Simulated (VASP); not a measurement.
**Hf: relaxation of cell and atoms with LDA**

Hf:

```
CELL_PARAMETERS angstrom
2.92415 0.00000 0.00000
-1.46208 2.53239 0.00000
0.00000 0.00000 4.69991
ATOMIC_POSITIONS crystal
Hf 0.33333 0.66667 0.25000
Hf 0.66667 0.33333 0.75000
```

```yaml
Program: VASP 6.6.1
Task: relaxation of cell and atoms
Functional: LDA
Potentials_or_basis: VASP PAW LDA potentials, release 64 (Hf_pv)
Cutoff: 350 eV
k_mesh: 9 × 9 × 4
Occupations: gaussian, width 0.1 eV
Spin: no spin polarisation
Target_pressure: 30 GPa
Further_INCAR_settings: ALGO = Normal; EDIFF = 1e-07; IBRION = 2; EDIFFG = -0.002; NSW = 80; ISIF = 3
Target_pressure: 30 GPa
```

- Relaxed volume: 17.41 Å³/atom
- Relaxed cell: a = 2.925 Å, b = 2.925 Å, c = 4.700 Å, α = 90.00°, β = 90.00°, γ = 120.00°
- Space group after relaxing (to 0.05 Å): P6_3/mmc (No. 194)
- Energy change on relaxing (the enthalpy is what falls): -1.1 meV/atom
- Ionic steps: 7
- Pressure after relaxing: 30.0 GPa
- Band gap on the k mesh: none (metal or under the smearing width)

Step by step:
| step | energy change (eV) | largest force (eV/Å) | pressure (GPa) | volume (Å³) |
| --- | --- | --- | --- | --- |
| 1 | 0.0000 | 0.0000 | 30.07 | 34.80 |
| 2 | -0.0073 | 0.0000 | 29.83 | 34.84 |
| 3 | -0.0024 | 0.0000 | 30.00 | 34.82 |
| 4 | -0.0023 | 0.0000 | 29.99 | 34.82 |
| 5 | -0.0012 | 0.0000 | 30.03 | 34.81 |
| 6 | -0.0022 | 0.0000 | 30.01 | 34.81 |
| 7 | -0.0023 | 0.0000 | 30.01 | 34.82 |

Final structure:
```
Hf
1.0
     2.92452    0.00000    0.00000
    -1.46226    2.53271    0.00000
     0.00000    0.00000    4.70034
Hf
2
Direct
  0.33333 0.66667 0.25000
  0.66667 0.33333 0.75000
```

Levels at points of the mesh, in eV from the Fermi level:
```tsv
k point	band 6	band 7	band 8	band 9	band 10	band 11	band 12	band 13	band 14
(0.00, 0.00, 0.00)	-29.21	-8.14	-4.67	1.06	1.06	1.22	1.84	2.13	2.13
(0.00, 0.00, 0.50)	-29.35	-5.73	-5.73	-0.07	-0.07	0.96	0.96	0.96	0.96
```

Wall time 13 s on 1 thread of Intel(R) Xeon(R) 6975P-C (Granite Rapids) (shared host), peak memory 0.12 GiB.

Caveat: the cell is relaxed towards a set pressure, so the enthalpy falls and the energy may rise. The run has no spin-orbit coupling, so splittings on Hf are missing.
